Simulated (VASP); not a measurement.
Consider the following.

```xyz
2
Lattice="0.0000 2.4264 2.4264 2.4264 0.0000 2.4264 2.4264 2.4264 0.0000" Properties=species:S:1:pos:R:3 pbc="T T T"
Gd     0.0000     0.0000     0.0000
N      2.4264     2.4264     2.4264
```

Method: rev-vdW-DF2, VASP's PBE PAW potentials (set 64) (plane waves; VASP). Run with 520 eV cut-off, 13×13×13 Γ-centred mesh, first-order Methfessel-Paxton smearing of 0.10 eV, potentials Gd_3 N.

The 4f electrons are frozen in the core of the lanthanide potential, so 4f levels, which can set the real gap, and their magnetism are missing.

### Question
Predict the energy per atom (σ→0), pressure, band gap (on the k-mesh) with the smallest direct gap where there is one.

### Answer

The band gap (on the k-mesh) is none (metal, semimetal or under 0.01 eV) and the energy per atom (σ→0) comes out as -6.495 eV/atom. The pressure comes out as 11.50 GPa.

Total energies compare only between runs with the same potentials, cut-off and functional.

The compound is GdN in the rock salt structure. This cell is one point of a volume scan, at 0.94 of the reference volume.
